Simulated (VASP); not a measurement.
Here is the system:

```
CELL_PARAMETERS angstrom
      0.00000     3.27842     3.27842
      3.27842     0.00000     3.27842
      3.27842     3.27842     0.00000
ATOMIC_POSITIONS crystal
  Tl 0.00000 0.00000 0.00000
  Br 0.50000 0.50000 0.50000
```

Computed with PBEsol GGA, VASP's PBE PAW potentials (set 64) (plane waves; VASP). Run with 400 eV cut-off, Gaussian smearing of 0.050 eV, potentials Tl_d Br.

Unless said otherwise, spin-orbit coupling is left out, though it shifts the bands of the heavy elements here.

### Question
Give the energies of bands 7 to 13 at the high-symmetry points, in eV from the valence-band maximum.

### Answer

```csv
band,Γ,X,U,L,W
7,-4.37,-4.07,-4.74,-5.53,-4.66
8,-1.90,-3.42,-3.17,-1.71,-2.97
9,-1.90,-2.49,-2.21,-1.71,-2.97
10,-1.90,-2.49,-1.54,0.00,-0.97
11,6.20,5.19,3.98,1.83,3.70
12,6.20,5.50,5.00,3.94,4.94
13,6.20,5.96,5.06,3.94,4.94
```

The gap is direct, 1.83 eV, from the valence maximum at L to the conduction minimum at L.

The structure comes from a computed database's TlBr entry (Fm-3m); how it stands against other phases isn't given here. It was relaxed first, which changed the volume by -6 %.
